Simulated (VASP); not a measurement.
Input of a VASP 6.6.1 run:

Contents of INCAR:

```
SYSTEM = SiB2
ALGO     = Fast           ! electronic algorithm
EDIFF    = 1E-5           ! SCF threshold, eV
ENCUT    = 520            ! plane-wave cutoff, eV
GGA      = PE             ! functional
ISIF     = 2              ! what is computed and relaxed
ISMEAR   = 0              ! smearing method
LASPH    = .TRUE.         ! aspherical terms in the spheres
LCHARG   = .FALSE.        ! write CHGCAR
LREAL    = Auto         
LWAVE    = .FALSE.        ! write WAVECAR
NELM     = 80             ! most SCF steps
PREC     = Normal         ! precision mode
SIGMA    = 0.15           ! smearing width, eV
```

File KPOINTS:

```
k-points
0
G
  4 5 6
  0 0 0
```

Contents of POSCAR:

```
SiB2
1.0
    5.9157000000      0.0000000000      0.0000000000
    0.0000000000      4.7661100000      0.0000000000
    0.0000000000      0.0000000000      3.7353400000
Si B
4 8
Direct
    0.2500000000      0.0000000000      0.1322800000
    0.7500000000      0.0000000000      0.1322800000
    0.0000000000      0.5000000000      0.8677200000
    0.5000000000      0.5000000000      0.8677200000
    0.2500000000      0.1972090000      0.6149940000
    0.7500000000      0.1972090000      0.6149940000
    0.2500000000      0.8027910000      0.6149940000
    0.7500000000      0.8027910000      0.6149940000
    0.0000000000      0.6972090000      0.3850060000
    0.5000000000      0.6972090000      0.3850060000
    0.0000000000      0.3027910000      0.3850060000
    0.5000000000      0.3027910000      0.3850060000
```

Potentials or basis: VASP PAW PBE potentials, release 64 (Si, B).

Command:

```console
$ cat potpaw_PBE.64/Si/POTCAR potpaw_PBE.64/B/POTCAR > POTCAR
$ mpirun -np 1 vasp_std > vasp.out
```

(1) What does it give for the largest force?

(2) Predict the band gap on the k mesh.

## Answers

(1) 0.083 eV/Å.

(2) none (metal or under the smearing width).
